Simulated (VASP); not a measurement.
All values below come from PBE GGA, VASP's PBE PAW potentials (set 64) (plane waves; VASP).

A VASP calculation is set up with these files.

POSCAR:
```
AgCl
3.9244430
  0.0000000000   0.7071067155   0.7071067155
  0.7071067155   0.0000000000   0.7071067155
  0.7071067155   0.7071067155   0.0000000000
Ag Cl
1 1
Cart
  0.0000000000   0.0000000000   0.0000000000
  0.7071067155   0.7071067155   0.7071067155
```

KPOINTS:
```
Automatic mesh
0
Gamma
8 8 8
0 0 0
```

INCAR:
```
SYSTEM = AgCl
PREC = Accurate
ENCUT = 400
EDIFF = 1E-6
NELM = 100
ALGO = Normal
LREAL = .FALSE.
LASPH = .TRUE.
ISMEAR = 0
SIGMA = 0.05
GGA = PE
LMAXMIX = 4
LWAVE = .FALSE.
LCHARG = .FALSE.
ISIF = 2
NBANDS = 17
```

POTCAR, in this order: Ag Cl (PBE.64 set). Program: vasp_std.

Predict the energy per atom (σ→0), pressure, band gap (on the k-mesh).

The energy per atom (σ→0) is -2.698 eV/atom and the band gap (on the k-mesh) is 0.91 eV. The pressure comes out as 1.19 GPa.

File OSZICAR:
```
...
DAV:   6    -0.539962122117E+01    0.17893E+00   -0.21313E-01  1182   0.603E+00    0.416E+00
DAV:   7    -0.539553603085E+01    0.40852E-02   -0.93745E-02  1124   0.192E+00    0.201E+00
DAV:   8    -0.539487326957E+01    0.66276E-03   -0.45228E-03  1083   0.663E-01    0.290E-01
DAV:   9    -0.539494552598E+01   -0.72256E-04   -0.48183E-04  1103   0.263E-01    0.384E-02
DAV:  10    -0.539501018094E+01   -0.64655E-04   -0.85244E-05  1061   0.785E-02    0.311E-02
DAV:  11    -0.539501488869E+01   -0.47077E-05   -0.55375E-06  1141   0.159E-02    0.418E-03
DAV:  12    -0.539501500460E+01   -0.11591E-06   -0.62799E-07   711   0.576E-03
   1 F= -.53950150E+01 E0= -.53950150E+01  d E =-.112820E-17
```

The compound is AgCl in the rock salt structure. The cell was not relaxed at this level. The run is one of a series of settings (NBANDS = 17 against the base run), some of them coarse on purpose.
